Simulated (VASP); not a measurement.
Here is a VASP 6.6.1 calculation.

The input INCAR:

```
SYSTEM = H15C2NO6
PREC     = Accurate       ! precision mode
ENCUT    = 520            ! plane-wave cutoff, eV
EDIFF    = 1E-7           ! SCF threshold, eV
ISMEAR   = -1             ! smearing method
SIGMA    = 0.02           ! smearing width, eV
LREAL    = Auto         
LASPH    = .True.         ! aspherical terms in the spheres
NELM     = 60             ! most SCF steps
ALGO     = Normal         ! electronic algorithm
ISIF     = 2              ! what is computed and relaxed
LWAVE    = .False.        ! write WAVECAR
LCHARG   = .False.        ! write CHGCAR
NBANDS   = 50             ! bands
```

The input KPOINTS:

```
regular mesh
0
Gamma
  1 1 1
  0 0 0
```

Contents of POSCAR:

```
H15C2NO6
1.0
    6.4392770000      0.0000000000      0.0000000000
    0.0000000000      6.4392770000      0.0000000000
    0.0000000000      0.0000000000      6.4392770000
O H C N
6 15 2 1
Direct
    0.2159559218      0.8684670655      0.7161673585
    0.5662126354      0.1940590535      0.2488478132
    0.3801979632      0.3269311135      0.6579465365
    0.4339462334      0.4989845910      0.0482973477
    0.9007067098      0.8750050666      1.0942843428
    0.2269043559      0.9557594742      0.2943964051
    0.3130009782      0.7537802769      0.7069737798
    0.0820278426      0.8011769023      0.7419466502
    0.5092031295      0.3040403449      0.1555764723
    0.4464165775      0.0905225851      0.2422321636
    0.4685153318      0.3382522603      0.5348271242
    0.3295245724      0.1821943675      0.6614562473
    0.3568878928      0.6249148779      0.0933179299
    0.4042223995      0.4697732370     -0.0992813324
    0.8712934697      0.7836749374      0.9755443041
    0.7743415915      0.9676086306      1.1219893165
    0.0971227049      0.9307566672      0.2068555212
    0.2091228565      0.9294832324      0.4439473562
    0.9815853550      0.5056934187      0.2790375379
    1.0966759156      0.3239804717      0.4681581488
    0.8388985285      0.2576531496      0.3508623717
    0.9424039376      0.3802911414      0.4023277769
    0.8644759342      0.5114859945      0.5655603882
    0.8515862883      0.6362204949      0.6938822480
```

Potentials or basis: VASP PAW LDA potentials, release 64 (O, H, C, N).

Launch:

```console
$ cat potpaw_LDA.64/O/POTCAR potpaw_LDA.64/H/POTCAR potpaw_LDA.64/C/POTCAR potpaw_LDA.64/N/POTCAR > POTCAR
$ mpirun -np 1 vasp_gam > vasp.out
```

**Question.** Predict the band gap on the k mesh.

**Answer.** 4.25 eV, direct.

**Question.** Estimate the pressure.

**Answer.** -1.5 GPa.

**Question.** What does it give for the largest force?

**Answer.** 2.297 eV/Å.

Forces in eV/Å, atoms in the order of the input:
```
O    0.387  0.536 -0.199
O   -0.372 -1.431  0.100
O   -0.359  0.050  0.431
O   -0.493  1.114 -0.069
O   -1.327  0.776  0.259
O    0.642  0.146 -0.500
H    0.416 -0.281 -0.028
H   -0.660 -0.121 -0.069
H    0.221  0.694 -0.030
H    0.129  0.085  0.540
H    0.193 -0.388 -0.501
H    0.156  0.153  0.150
H    0.330 -0.474 -0.086
H   -0.028 -0.329 -0.395
H   -0.288 -0.039 -0.198
H    0.972 -0.617 -0.219
H    0.136 -0.047  0.455
H   -0.321 -0.214  0.107
H   -0.347 -1.269  0.394
H   -0.675  0.087 -0.531
H   -0.407 -0.201 -0.323
C    1.316  1.830  0.441
C    0.816 -0.529 -0.595
N   -0.436  0.471  0.868
```

Caveat: the standard files for N, O and F lose accuracy on very short bonds.
